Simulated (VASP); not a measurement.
Data:

```
Al
1.0
    0.00000     2.01772     2.01772
    2.01772     0.00000     2.01772
    2.01772     2.01772     0.00000
Al
1
Direct
  0.00000   0.00000   0.00000
```

The numbers are results of PBE GGA, VASP's PBE PAW potentials (set 64) (plane waves; VASP), not measurements. Settings: 480 eV cut-off, 14×14×14 Γ-centred mesh, first-order Methfessel-Paxton smearing of 0.10 eV, potentials Al.

**Question.** The ions, cell shape and volume at an external pressure of 1.0 GPa are relaxed. Which structure does the run end with?

**Answer.** 
```
Al
1.0
    0.00000     2.00964     2.00964
    2.00964     0.00000     2.00964
    2.00964     2.00964     0.00000
Al
1
Direct
  0.00000   0.00000   0.00000
```
Space group Fm-3m (225), at a tolerance of 0.03 Å.

**Question.** How do energy and volume change from the first to the last step?

**Answer.** The energy (σ→0) changes by +0.6 meV/atom and the volume by -1.2 %, in 3 ionic steps.

The compound is Al in the fcc structure. This run relaxes it under an external pressure of 1 GPa. Symmetry was kept, so distortions that lower it aren't found.
